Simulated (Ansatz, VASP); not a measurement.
## One calculation of SiRu3F, two programs

File INCAR:

```
ALGO     = Normal         # electronic algorithm
EDIFF    = 1E-7           # SCF threshold, eV
ENCUT    = 520            # plane-wave cutoff, eV
GGA      = PE             # functional
ISIF     = 2              # what is computed and relaxed
ISMEAR   = 0              # smearing method
ISPIN    = 2              # spin polarisation
LASPH    = True           # aspherical terms in the spheres
LCHARG   = False          # write CHGCAR
LMAXMIX  = 4              # l up to which the mixer works
LORBIT   = 11             # projections on sites
LREAL    = False          # projectors in reciprocal space
LWAVE    = False          # write WAVECAR
MAGMOM   = 0 1 1 1 0      # initial moments
NBANDS   = 38             # bands
NELM     = 150            # most SCF steps
PREC     = Accurate       # precision mode
SIGMA    = 0.1            # smearing width, eV
```

The input KPOINTS:

```
k-points
0
Gamma
  4 4 4
```

POSCAR

```
SiRu3F
1.0
    4.0377080500      0.0000000000      0.0000000000
    0.0000000000      4.0377080500      0.0000000000
    0.0000000000      0.0000000000      4.0377080500
Si Ru F
1 3 1
Direct
    0.0000000000      0.0000000000      0.0000000000
    0.0000000000      0.5000000000      0.5000000000
    0.5000000000      0.0000000000      0.5000000000
    0.5000000000      0.5000000000      0.0000000000
    0.5000000000      0.5000000000      0.5000000000
```

Input for Ansatz:

```yaml
crystal:
  lattice:
    - [4.03770805, 0.0, 0.0]
    - [0.0, 4.03770805, 0.0]
    - [0.0, 0.0, 4.03770805]
  atoms:
    - { symbol: Si, position: [0.0, 0.0, 0.0] }
    - { symbol: Ru, position: [0.0, 0.5, 0.5], spin: 1.0 }
    - { symbol: Ru, position: [0.5, 0.0, 0.5], spin: 1.0 }
    - { symbol: Ru, position: [0.5, 0.5, 0.0], spin: 1.0 }
    - { symbol: F, position: [0.5, 0.5, 0.5] }
basis:
  ecutwfc: 420
kpoints:
  mp_grid: { grid: [4, 4, 4] }
hamiltonian:
  xc: pbe
scf:
  occupations: { method: gaussian, width: 0.1 }
  lower_state_search: "off"
output:
  forces: true
  stress: true
  eigenvalues: true
  populations: true
magnetization:
  spin_polarized: true
```

Change from the starting cell: species swapped into the LuBRh3 type (Pm-3m, No. 221).

Alike in both runs: task single point; functional PBE; k mesh 4 × 4 × 4; occupations gaussian, width 0.1 eV; collinear spin.

```csv
,VASP,Ansatz
version,VASP 6.6.1,Ansatz 0.2.0
potentials or method,"VASP PAW PBE potentials, release 64 (Si, Ru_pv, F)","scalar-relativistic, plane waves, PAW"
plane-wave cutoff (eV),520,420
valence electrons in the cell,53,59
```

```csv
,VASP,Ansatz,Ansatz less VASP
gap on the k mesh at the Fermi level (eV),none,none,-
pressure (GPa),11.2,10.8,-0.39
net moment per atom (μB),0.00,0.00,0.000
```

A gap of «none» marks a metal or a gap that the smearing closes. The two sets of potentials don't hold the same shells in valence. Ansatz warned: «seeded_moment_not_kept».

Caveats: the k mesh is coarse (spacing up to 0.39 Å⁻¹), so the values aren't converged.
